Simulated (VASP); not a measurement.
Output of a VASP run:

**OSZICAR**
```
       N       E                     dE             d eps       ncg     rms          rms(c)
DAV:   1     0.251615563537E+03    0.25162E+03   -0.17343E+04  3620   0.211E+03
DAV:   2    -0.526465652399E+01   -0.25688E+03   -0.24875E+03  3524   0.371E+02
DAV:   3    -0.195886383871E+02   -0.14324E+02   -0.13496E+02  3639   0.120E+02
DAV:   4    -0.198227354995E+02   -0.23410E+00   -0.23249E+00  3724   0.159E+01
DAV:   5    -0.198287835268E+02   -0.60480E-02   -0.60469E-02  4914   0.210E+00    0.207E+01
DAV:   6    -0.173543212612E+02    0.24745E+01   -0.47079E+01  3700   0.106E+02    0.241E+01
DAV:   7    -0.206849844588E+02   -0.33307E+01   -0.27768E+01  4194   0.135E+02    0.287E+01
DAV:   8    -0.152592137434E+02    0.54258E+01   -0.20287E+01  4294   0.586E+01    0.655E+00
DAV:   9    -0.154710479842E+02   -0.21183E+00   -0.86235E-01  3927   0.123E+01    0.377E+00
DAV:  10    -0.154465763167E+02    0.24472E-01   -0.16252E-01  4937   0.981E+00    0.169E+00
DAV:  11    -0.154372571675E+02    0.93191E-02   -0.59862E-02  5088   0.387E+00    0.128E+00
DAV:  12    -0.154405340200E+02   -0.32769E-02   -0.95020E-03  4166   0.225E+00    0.457E-01
DAV:  13    -0.154405352858E+02   -0.12658E-05   -0.34412E-03  5056   0.110E+00    0.887E-02
DAV:  14    -0.154406183190E+02   -0.83033E-04   -0.41615E-04  4438   0.217E-01    0.106E-01
DAV:  15    -0.154406207344E+02   -0.24154E-05   -0.12191E-04  4251   0.306E-01    0.236E-02
DAV:  16    -0.154406225513E+02   -0.18169E-05   -0.22379E-05  4879   0.791E-02    0.260E-02
DAV:  17    -0.154406221199E+02    0.43141E-06   -0.27623E-06  4328   0.434E-02    0.838E-03
DAV:  18    -0.154406220757E+02    0.44189E-07   -0.10573E-06  4257   0.179E-02    0.341E-03
DAV:  19    -0.154406219667E+02    0.10900E-06   -0.18041E-07  2094   0.777E-03    0.495E-04
DAV:  20    -0.154406219756E+02   -0.89512E-08   -0.63222E-08  1820   0.405E-03
   1 F= -.15440622E+02 E0= -.15439711E+02  d E =-.273382E-02  mag=     4.6801
```

### OUTCAR
```
------------------------ aborting loop because EDIFF is reached ----------------------------------------
  FORCE on cell =-STRESS in cart. coord.  units (eV):
  Direction    XX          YY          ZZ          XY          YZ          ZX
  --------------------------------------------------------------------------------------
  Total       -3.0871589     -3.0871589     -3.0871589     -0.0000000     -0.0000000      0.0000000
  in kB     -109.2385148   -109.2385148   -109.2385148     -0.0000000     -0.0000000      0.0000000
  external PRESSURE =    -109.2385148 kB  Pullay stress =       0.0000000 kB
  volume of cell :       45.28
      direct lattice vectors                 reciprocal lattice vectors
     3.564220747  0.000000000  0.000000000     0.280566236  0.000000000  0.000000000
     0.000000000  3.564220747  0.000000000     0.000000000  0.280566236  0.000000000
     0.000000000  0.000000000  3.564220747     0.000000000  0.000000000  0.280566236
 POSITION                                       TOTAL-FORCE (eV/Angst)
 -----------------------------------------------------------------------------------
      0.00000      0.00000      0.00000         0.000000      0.000000      0.000000
      0.00000      1.78211      1.78211         0.000000      0.000000      0.000000
      1.78211      0.00000      1.78211         0.000000      0.000000      0.000000
      1.78211      1.78211      0.00000         0.000000      0.000000      0.000000
 -----------------------------------------------------------------------------------
    total drift:                                0.000000      0.000000      0.000000
  FREE ENERGIE OF THE ION-ELECTRON SYSTEM (eV)
  ---------------------------------------------------
  free  energy   TOTEN  =       -15.4406219756 eV

  energy  without entropy=      -15.4378881557  energy(sigma->0) =      -15.43971070

 total charge

# of ion       s       p       d       tot
------------------------------------------
    1        0.468   0.485   6.111   7.064
    2        0.498   0.493   8.327   9.319
    3        0.498   0.493   8.327   9.319
    4        0.498   0.493   8.327   9.319
--------------------------------------------------
tot          1.963   1.964  31.093  35.020

 magnetization (x)

# of ion       s       p       d       tot
------------------------------------------
    1        0.009  -0.001   2.877   2.886
    2       -0.016  -0.041   0.660   0.603
    3       -0.016  -0.041   0.660   0.603
    4       -0.016  -0.041   0.660   0.603
--------------------------------------------------
tot         -0.038  -0.124   4.857   4.695
```
(Selected blocks of OUTCAR.)

POSCAR:
```
Ni3Fe
1
    3.5642207470     0.0000000000     0.0000000000
    0.0000000000     3.5642207470     0.0000000000
    0.0000000000     0.0000000000     3.5642207470
Fe Ni
1 3
Direct
  0.0000000000   0.0000000000   0.0000000000
  0.0000000000   0.5000000000   0.5000000000
  0.5000000000   0.0000000000   0.5000000000
  0.5000000000   0.5000000000   0.0000000000
```

**Question.** Reconstruct the remaining input files.

**Answer.** Several could match; the one computed here: the input of the run itself, vdW-DF-cx, plane waves, VASP's PBE PAW potentials (set 64).

### INCAR
```
SYSTEM=Ni3Fe
PREC=Accurate; ENCUT=520; LREAL=.FALSE.
LASPH=.TRUE.
EDIFF=1E-7; NELM=100; ALGO=Normal
LMAXMIX=4
ISMEAR=1; SIGMA=0.1
GGA=CX; LUSE_VDW=.TRUE.; AGGAC=0.0
MAGMOM=2.8 3*0.6
ISPIN=2
ISIF=2
LWAVE=.FALSE.; LCHARG=.FALSE.; LORBIT=10
```

### KPOINTS
```
Automatic mesh
0
Gamma
9 9 9
0 0 0
```

POTCAR, in this order: Fe Ni (PBE.64 set). Program: vasp_std.

The compound is Ni3Fe in the L1_2 structure. This cell is one point of a volume scan, at 1.06 of the reference volume.
